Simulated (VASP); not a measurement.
**Calcium: structure and properties in VASP**

What structure does Calcium take at this level, and what are its properties? The steps: relaxing cell and atoms (SCAN), second relaxation, single point with fields (SCAN), bands along the symmetry lines (SCAN), density of states (SCAN) and field gradients at the nuclei (SCAN). Left out of this account: 1 further run (phonons: it ended without a result to show). The start is a cell from a database of measured crystal structures.

Main program and level: VASP 6.6.1; SCAN; plane waves and PAW (Ca_sv).

This is a report of a sequence of runs, with most program output left out.

## 1. Starting point

Before any relaxation, the start is as follows. The structure is cubic, space group Fm-3m (No. 225). The conventional cell has a = 5.588 Å, b = 5.588 Å, c = 5.588 Å, α = 90.00°, β = 90.00°, γ = 90.00°. Nearest to Ca lie 12 Ca at 3.95 Å.

Coordinates:

```cif
data_structure
_symmetry_space_group_name_H-M 'P 1'
_symmetry_Int_Tables_number 1
_cell_length_a 3.9516
_cell_length_b 3.9516
_cell_length_c 3.9516
_cell_angle_alpha 60.000
_cell_angle_beta 60.000
_cell_angle_gamma 60.000
_cell_volume 43.63
loop_
_atom_site_label
_atom_site_type_symbol
_atom_site_fract_x
_atom_site_fract_y
_atom_site_fract_z
_atom_site_occupancy
Ca1 Ca 0.00000 0.00000 0.00000 1
```

## 2. Relaxing cell and atoms (SCAN)

The start need not lie at this functional's minimum. ISIF = 3 frees volume, shape and positions, and EDIFFG sets the threshold on forces and stress at which the search stops. SCAN adds the kinetic-energy density; it is numerically more delicate than r2SCAN.

INCAR reads:

```
SYSTEM = Ca
PREC = Accurate
ENCUT = 400
EDIFF = 1E-06
NELM = 100
ISMEAR = 1
SIGMA = 0.2
LREAL = .FALSE.
ALGO = Normal
METAGGA = SCAN
LASPH = .TRUE.
NBANDS = 11
LORBIT = 11
LWAVE = .FALSE.
LCHARG = .FALSE.
KPAR = 2
IBRION = 2
NSW = 60
ISIF = 3
EDIFFG = -0.01
```

POSCAR reads:

```
Ca
1.0
    0.0000000000      2.7942000000      2.7942000000
    2.7942000000      0.0000000000      2.7942000000
    2.7942000000      2.7942000000      0.0000000000
Ca
1
Direct
    0.0000000000      0.0000000000      0.0000000000
```

KPOINTS reads:

```
Automatic mesh
0
Gamma
8 8 8
0 0 0
```

PAW data sets: Ca_sv (PBE family, release 64).

Command:

```console
$ mpirun -np 2 vasp_std
```

The job ended after 59 s (2 MPI ranks of Intel Xeon 6975P-C (Granite Rapids), shared host; peak memory 0.29 GiB).

The k-mesh is coarse for a metal. The PAW data sets were made with PBE, which is usual practice but a small mismatch for other functionals. The run keeps the 48 symmetry operations of its start, so it cannot find a distortion of lower symmetry.

Step by step:

| step | energy less that of the first step (eV) | largest force (eV/Å) | pressure (GPa) | volume (Å³) |
| --- | --- | --- | --- | --- |
| 1 | 0.0000 | 0.0000 | -0.33 | 43.63 |
| 2 | -0.0010 | 0.0000 | -0.06 | 43.07 |
| 3 | -0.0010 | 0.0000 | -0.04 | 43.03 |
| 4 | -0.0011 | 0.0000 | 0.00 | 42.94 |

| conventional cell, symmetrised | before | after | change |
| --- | --- | --- | --- |
| a (Å) | 5.588 | 5.559 | -0.5 % |
| b (Å) | 5.588 | 5.559 | -0.5 % |
| c (Å) | 5.588 | 5.559 | -0.5 % |
| volume (Å³/atom) | 43.63 | 42.94 | -1.6 % |

The relaxed structure:

```cif
data_structure
_symmetry_space_group_name_H-M 'P 1'
_symmetry_Int_Tables_number 1
_cell_length_a 3.9305
_cell_length_b 3.9305
_cell_length_c 3.9305
_cell_angle_alpha 60.000
_cell_angle_beta 60.000
_cell_angle_gamma 60.000
_cell_volume 42.94
loop_
_atom_site_label
_atom_site_type_symbol
_atom_site_fract_x
_atom_site_fract_y
_atom_site_fract_z
_atom_site_occupancy
Ca1 Ca 0.00000 0.00000 0.00000 1
```

This step gave:

```
electrons                       : 10
bands                           : 11
irreducible k-points            : 29
symmetry operations             : 48
free energy (TOTEN)             : -9.616 eV
energy at zero smearing         : -9.614 eV
Fermi energy                    : 1.871 eV
pressure                        : 0.001197 GPa
metallic                        : yes
SCF cycles over all ionic steps : 55
```

It ends with forces that vanish by symmetry and a pressure of 0.00 GPa. The volume lies -1.6 % from that of the database's start, which holds the thermal and zero-point expansion of its experiment.

## 3. Second relaxation

The basis stayed that of the start cell while the cell moved. A rerun from the cell reached resets it; the error of the finite cutoff stays.

INCAR is that of step 2.

POSCAR reads:

```
Ca
1.0
    0.0000000000      2.7792990520      2.7792990520
    2.7792990520      0.0000000000      2.7792990520
    2.7792990520      2.7792990520      0.0000000000
Ca
1
Direct
    0.0000000000      0.0000000000      0.0000000000
```

KPOINTS is that of step 2.

Command:

```console
$ mpirun -np 2 vasp_std
```

Elapsed: 25 s, on 2 MPI ranks; peak memory 0.29 GiB; 43 s of CPU time.

Little changed from the start: no atom moved by 0.005 Å and no cell edge by 0.1 %.

This step gave:

```yaml
pressure: -0.002417 GPa
scf_cycles_over_all_ionic_steps: 24
```

It ends with forces that vanish by symmetry and a pressure of 0.00 GPa. The volume moved by under 0.01 %: the run met its threshold at the first step.

## 4. Single point with fields (SCAN)

The relaxed cell gets a fresh self-consistent run, on a basis set for its own volume, to fix the density and to check the remaining stress.

INCAR, as its differences from that of step 3:

```diff
@@ -14,7 +14,5 @@
 LWAVE = .FALSE.
-LCHARG = .FALSE.
-KPAR = 2
-IBRION = 2
-NSW = 60
-ISIF = 3
-EDIFFG = -0.01
+LCHARG = .TRUE.
+ISIF = 2
+LELF = .TRUE.
+LVHAR = .TRUE.
```

POSCAR is that of step 3.

KPOINTS is that of step 3.

Command:

```console
$ mpirun -np 2 vasp_std
```

Wall time 26 s (2 MPI ranks); peak memory 0.26 GiB; 46 s of CPU time.

Numbers from this step:

```yaml
scf_cycles: 26
bands: 12
pressure: -0.00249 GPa
```

Valence electrons inside each PAW sphere by angular momentum. Sphere charges, by row:

| atom | s (e) | p (e) | d (e) | tot (e) |
| --- | --- | --- | --- | --- |
| Ca1 | 2.073 | 5.837 | 0.142 | 8.052 |

Electrostatic potential energy in the ac plane of the conventional cell at fractional y = 0.000, with atoms of Ca within 0.2 Å of it. With pseudopotentials it is smooth inside the atoms' cores, unlike the true potential.

Ten even steps from '_' (-34 eV) to '@' (4 eV), each cell a mean:
```
__..++##@@@@@@@@@@@@@@%%**--__
::==**%%@@@@@@@@@@@@@@%%##++--
****%%%%@@@@@@@@@@@@@@@@%%##**
%%%%%%@@@@@@%%%%%%%%@@@@@@%%%%
@@@@@@@@%%%%##****##%%@@@@@@@@
@@@@@@@@%%**==::--++##%%@@@@@@
@@@@@@@@##==..____--**%%@@@@@@
@@@@@@@@##==..____::**%%@@@@@@
@@@@@@@@##++::....==##%%@@@@@@
@@@@@@@@%%##++====**%%@@@@@@@@
@@@@@@@@@@%%######%%%%@@@@@@@@
##%%%%@@@@@@@@@@@@@@@@@@%%%%##
==++##%%@@@@@@@@@@@@@@%%%%**++
..--++%%@@@@@@@@@@@@@@%%**==..
__..==##@@@@@@@@@@@@@@%%**::__
```
Columns run along a (5.6 Å; values clipped at the 3rd and 97th percentile), rows up along c (5.6 Å), edges of the conventional cell, whose origin can differ from the input's. Atoms in or near the plane, at fractional coordinates: Ca at (0.00, 0.00), Ca at (0.50, 0.50).

Valence density in the ac plane of the conventional cell at fractional y = 0.000, with atoms of Ca within 0.2 Å of it. It is the smooth field of the valence electrons, not physical close to the nuclei.

Values in e/Å³, 15 rows by 15 columns, each cell a mean:
```
5.5 3.2 0.8 0.1 0.1 0.1 0.1 0.1 0.1 0.1 0.1 0.1 0.3 1.9 4.7
2.3 1.2 0.3 0.1 0.1 0.1 0.1 0.1 0.1 0.1 0.1 0.1 0.2 0.7 1.9
0.4 0.2 0.1 0.1 0.1 0.1 0.1 0.1 0.1 0.1 0.1 0.1 0.1 0.2 0.3
0.1 0.1 0.1 0.1 0.1 0.1 0.1 0.1 0.1 0.1 0.1 0.1 0.1 0.1 0.1
0.1 0.1 0.1 0.1 0.1 0.1 0.2 0.4 0.3 0.1 0.1 0.1 0.1 0.1 0.1
0.1 0.1 0.1 0.1 0.1 0.3 1.2 2.2 1.7 0.6 0.1 0.1 0.1 0.1 0.1
0.1 0.1 0.1 0.1 0.1 0.9 3.2 5.4 4.4 1.7 0.3 0.1 0.1 0.1 0.1
0.1 0.1 0.1 0.1 0.2 1.1 4.0 6.5 5.4 2.2 0.4 0.1 0.1 0.1 0.1
0.1 0.1 0.1 0.1 0.1 0.6 2.3 4.0 3.2 1.2 0.2 0.1 0.1 0.1 0.1
0.1 0.1 0.1 0.1 0.1 0.2 0.6 1.1 0.9 0.3 0.1 0.1 0.1 0.1 0.1
0.1 0.1 0.1 0.1 0.1 0.1 0.1 0.2 0.1 0.1 0.1 0.1 0.1 0.1 0.1
0.1 0.1 0.1 0.1 0.1 0.1 0.1 0.1 0.1 0.1 0.1 0.1 0.1 0.1 0.1
1.0 0.5 0.2 0.1 0.1 0.1 0.1 0.1 0.1 0.1 0.1 0.1 0.1 0.3 0.8
3.8 2.1 0.5 0.1 0.1 0.1 0.1 0.1 0.1 0.1 0.1 0.1 0.2 1.2 3.2
6.3 3.8 1.0 0.1 0.1 0.1 0.1 0.1 0.1 0.1 0.1 0.1 0.4 2.3 5.5
```
Columns run along a (5.6 Å), rows up along c (5.6 Å), edges of the conventional cell, whose origin can differ from the input's. Atoms in or near the plane, at fractional coordinates: Ca at (0.00, 0.00), Ca at (0.50, 0.50).

ELF in the ac plane of the conventional cell at fractional y = 0.000, with atoms of Ca within 0.2 Å of it. It is the smooth field of the valence electrons, not physical close to the nuclei.

Values, 15 rows by 15 columns, each cell a mean:
```
0.65 0.71 0.53 0.12 0.23 0.57 0.70 0.72 0.72 0.66 0.39 0.10 0.33 0.68 0.68
0.70 0.62 0.29 0.08 0.30 0.57 0.66 0.67 0.66 0.62 0.44 0.14 0.16 0.50 0.68
0.37 0.22 0.08 0.15 0.39 0.47 0.44 0.40 0.41 0.45 0.44 0.25 0.09 0.16 0.33
0.09 0.11 0.19 0.34 0.34 0.20 0.12 0.10 0.11 0.16 0.27 0.36 0.25 0.14 0.10
0.38 0.42 0.46 0.38 0.15 0.08 0.21 0.34 0.29 0.13 0.09 0.27 0.44 0.44 0.39
0.66 0.65 0.56 0.28 0.08 0.29 0.62 0.70 0.67 0.46 0.13 0.16 0.45 0.62 0.66
0.72 0.70 0.56 0.21 0.13 0.54 0.71 0.66 0.68 0.67 0.29 0.11 0.41 0.66 0.72
0.73 0.70 0.55 0.19 0.16 0.60 0.70 0.61 0.66 0.70 0.34 0.10 0.40 0.67 0.72
0.71 0.69 0.56 0.24 0.11 0.46 0.69 0.70 0.71 0.62 0.21 0.12 0.44 0.66 0.70
0.57 0.57 0.53 0.32 0.10 0.18 0.46 0.60 0.54 0.29 0.08 0.20 0.47 0.57 0.57
0.21 0.26 0.35 0.38 0.22 0.10 0.11 0.16 0.13 0.08 0.15 0.34 0.39 0.30 0.23
0.14 0.10 0.11 0.25 0.38 0.32 0.24 0.19 0.21 0.28 0.38 0.34 0.15 0.08 0.12
0.58 0.42 0.15 0.11 0.35 0.53 0.56 0.55 0.56 0.56 0.46 0.19 0.08 0.29 0.53
0.70 0.69 0.42 0.10 0.26 0.57 0.69 0.70 0.70 0.65 0.42 0.11 0.22 0.62 0.71
0.61 0.70 0.58 0.14 0.21 0.57 0.71 0.73 0.72 0.66 0.38 0.09 0.37 0.70 0.65
```
Columns run along a (5.6 Å), rows up along c (5.6 Å), edges of the conventional cell, whose origin can differ from the input's. Atoms in or near the plane, at fractional coordinates: Ca at (0.00, 0.00), Ca at (0.50, 0.50).

In this run the pressure is 0.00 GPa, small enough to go on.

## 5. Bands along the symmetry lines (SCAN)

The mesh alone shows little of the dispersion and can miss band extrema, so KPOINTS_OPT adds a path through the symmetry points after the self-consistent cycle.

INCAR reads:

```
SYSTEM = Ca
PREC = Accurate
ENCUT = 400
EDIFF = 1E-06
NELM = 100
ISMEAR = 1
SIGMA = 0.2
LREAL = .FALSE.
ALGO = Normal
METAGGA = SCAN
LASPH = .TRUE.
NBANDS = 16
LORBIT = 11
LWAVE = .FALSE.
LCHARG = .FALSE.
KPAR = 2
```

POSCAR is that of step 4.

KPOINTS is that of step 4.

KPOINTS_OPT reads:

```
Line mode
16
Line-mode
Reciprocal
  0.00000000   0.00000000   0.00000000 GAMMA
  0.50000000   0.00000000   0.50000000 X

  0.50000000   0.00000000   0.50000000 X
  0.50000000   0.25000000   0.75000000 W

  0.50000000   0.25000000   0.75000000 W
  0.37500000   0.37500000   0.75000000 K

  0.37500000   0.37500000   0.75000000 K
  0.00000000   0.00000000   0.00000000 GAMMA

  0.00000000   0.00000000   0.00000000 GAMMA
  0.50000000   0.50000000   0.50000000 L

  0.50000000   0.50000000   0.50000000 L
  0.62500000   0.25000000   0.62500000 U

  0.62500000   0.25000000   0.62500000 U
  0.50000000   0.25000000   0.75000000 W

  0.50000000   0.25000000   0.75000000 W
  0.50000000   0.50000000   0.50000000 L

  0.50000000   0.50000000   0.50000000 L
  0.37500000   0.37500000   0.75000000 K

  0.62500000   0.25000000   0.62500000 U
  0.50000000   0.00000000   0.50000000 X
```

Command:

```console
$ mpirun -np 2 vasp_std
```

Elapsed: 63 s, on 2 MPI ranks; peak memory 0.32 GiB.

Numbers from this step:

* SCF cycles: 21
* bands: 16
* pressure: -0.003565 GPa

The electronic bands at the labelled points (eV, zero at the Fermi level; # counts the bands kept):

| point | #1 | #2 | #3 | #4 | #5 |
| --- | --- | --- | --- | --- | --- |
| Γ | -4.12 | 2.65 | 2.65 | 2.65 | 3.79 |
| 0.47 of the way | -2.90 | 1.68 | 2.66 | 3.17 | 3.17 |
| X | -0.37 | 0.81 | 1.01 | 4.51 | 4.71 |
| 0.47 of the way | -0.12 | 0.81 | 0.95 | 3.79 | 4.71 |
| W | 0.29 | 0.85 | 0.85 | 2.87 | 4.71 |
| 0.47 of the way | 0.18 | 0.73 | 0.90 | 3.18 | 4.56 |
| K | 0.10 | 0.60 | 0.93 | 3.62 | 4.41 |
| 0.47 of the way | -2.38 | 1.44 | 2.19 | 3.14 | 3.36 |
| Γ | -4.12 | 2.65 | 2.65 | 2.65 | 3.79 |
| 0.47 of the way | -3.20 | 1.75 | 2.81 | 2.81 | 3.76 |
| L | -0.87 | -0.21 | 2.54 | 2.54 | 4.51 |
| 0.47 of the way | -0.41 | -0.13 | 1.97 | 2.86 | 4.43 |
| U | 0.10 | 0.60 | 0.93 | 3.62 | 4.41 |
| 0.47 of the way | 0.16 | 0.70 | 0.90 | 3.25 | 4.53 |
| W | 0.29 | 0.85 | 0.85 | 2.87 | 4.71 |
| 0.53 of the way | -0.27 | -0.10 | 1.83 | 2.92 | 4.36 |
| L | -0.87 | -0.21 | 2.54 | 2.54 | 4.51 |
| 0.53 of the way | -0.29 | -0.10 | 1.82 | 2.95 | 4.41 |
| K | 0.10 | 0.60 | 0.93 | 3.62 | 4.41 |
| jump to U | 0.10 | 0.60 | 0.93 | 3.62 | 4.41 |
| 0.47 of the way | -0.20 | 0.78 | 0.98 | 4.11 | 4.62 |
| X | -0.37 | 0.81 | 1.01 | 4.51 | 4.71 |

There is no gap at this level.

Of the bands kept, 2 cross the Fermi level on this path.

## 6. Density of states (SCAN)

Here the states are counted by energy and projected on the atoms. The mesh is finer than in the run before.

INCAR, as its differences from that of step 5:

```diff
@@ -5,3 +5,3 @@
 NELM = 100
-ISMEAR = 1
+ISMEAR = -5
 SIGMA = 0.2
@@ -16 +16,2 @@
 KPAR = 2
+NEDOS = 2001
```

POSCAR is that of step 5.

KPOINTS reads:

```
Automatic mesh
0
Gamma
12 12 12
0 0 0
```

Command:

```console
$ mpirun -np 2 vasp_std
```

Elapsed: 53 s, on 2 MPI ranks; peak memory 0.32 GiB; 92 s of CPU time.

With tetrahedra the forces and stress of a metal are not exact derivatives of the energy.

This step gave:

| Item | Value |
| --- | --- |
| SCF cycles | 20 |
| irreducible k-points | 72 |
| Fermi energy | 1.918 eV |
| pressure | -0.1167 GPa |
| DOS at the Fermi level | 1.209 states/eV/cell |

The density of states has structure finer than the step of the table below, so its rows give means over 1 eV, whole bins alone (the curve runs from -12.0 to 6.40 eV). Peaks (eV: height): total 2.7: 3.10, 3.1: 3.82, 4.3: 3.96, 4.8: 3.64; Ca d 2.7: 1.90, 3.1: 2.23, 4.3: 3.05, 5.5: 0.974; Ca p -0.1: 0.0535, 0.7: 0.0576, 0.9: 0.0974, 4.8: 0.0377; Ca s -1.0: 0.0381, 3.1: 0.0301, 4.8: 0.0957, 5.5: 0.153.

States under -12.0 eV and over 6.4 eV are left out. Density of states against energy, zero at the Fermi level; means over each step; values in states/eV/cell:

| energy (eV) | total | Ca d | Ca p | Ca s |
| --- | --- | --- | --- | --- |
| -5 | 0 | 0 | 0 | 0 |
| -4 | 0.0784 | 4.9e-5 | 6.0e-4 | 0.00696 |
| -3 | 0.269 | 0.00184 | 0.00507 | 0.0210 |
| -2 | 0.435 | 0.0121 | 0.0127 | 0.0275 |
| -1 | 0.713 | 0.0610 | 0.0224 | 0.0318 |
| 0 | 0.966 | 0.161 | 0.0345 | 0.0151 |
| 1 | 2.00 | 0.618 | 0.0513 | 0.00715 |
| 2 | 1.26 | 0.607 | 0.00897 | 0.00212 |
| 3 | 2.31 | 1.40 | 0.0116 | 0.00838 |
| 4 | 2.58 | 1.91 | 0.0119 | 0.00455 |
| 5 | 1.68 | 1.13 | 0.0196 | 0.0458 |

The finer mesh and the other smearing move the Fermi level by +0.05 eV from the 8×8×8 run, a small shift, which tests the Fermi level alone.

## 7. Field gradients at the nuclei (SCAN)

Field gradients probe how far the charge around each nucleus departs from cubic symmetry; LASPH keeps the non-spherical terms inside the spheres.

INCAR reads:

```
SYSTEM = Ca
PREC = Accurate
ENCUT = 400
EDIFF = 1E-07
NELM = 100
ISMEAR = 1
SIGMA = 0.2
LREAL = .FALSE.
ALGO = Normal
METAGGA = SCAN
LASPH = .TRUE.
NBANDS = 11
LORBIT = 11
LWAVE = .FALSE.
LCHARG = .FALSE.
KPAR = 2
LEFG = .TRUE.
```

POSCAR is that of step 6.

KPOINTS reads:

```
Automatic mesh
0
Gamma
8 8 8
0 0 0
```

Command:

```console
$ mpirun -np 2 vasp_std
```

It took 25 s on 2 MPI ranks; peak memory 0.29 GiB; 43 s of CPU time.

This step gave:

```yaml
scf_cycles: 24
bands: 11
irreducible_k_points: 29
fermi_energy: 1.871 eV
pressure: -0.002573 GPa
```

Electric field gradients, by row:

| atom | Vxx (V/Å²) | Vyy (V/Å²) | Vzz (V/Å²) | asymmetry |
| --- | --- | --- | --- | --- |
| Ca1 | 0.001 | 0.001 | -0.001 | - |

All gradients vanish within the noise.

The run ends at a pressure of 0.00 GPa.

## 8. Results

```json
{"relaxed volume": "42.94 Å³/atom", "relaxed conventional cell a, b, c": "5.559, 5.559, 5.559 Å", "space group after relaxing, within 0.02 Å": "Fm-3m (No. 225)", "band gap": "none, a metal", "DOS at the Fermi level": "1.21 states/eV/cell", "largest field gradient Vzz": "zero within the noise on all sites"}
```

In words: With SCAN, Calcium relaxes to 42.94 Å³/atom in space group Fm-3m (held by the symmetry of the run) and comes out as a metal. Against the listed cell the volume lies -1.6 %. Bands along the symmetry lines (SCAN): Of the bands kept, 2 cross the Fermi level on this path. The k-sampling is coarse for a metal, so the Fermi level, pressures and the shape of the cell carry errors. No search among competing phases was made. All values are for a static lattice at zero temperature.

[Lines on the potential files, build, host, timing and source positions are cut from VASP's logs without a mark.]

[Logs are printed without paths, hosts, clocks, repeated set-up lines and the standing remarks that a program may print on its own settings, such as how far it seeks lower states.]

[Hosts, paths, dates, database ids (printed as entryN), source tags and the programs' standing remarks are cut or masked in the printed files.]

[A measured line is paired with the nearest computed mode of its activity, which favours agreement.]
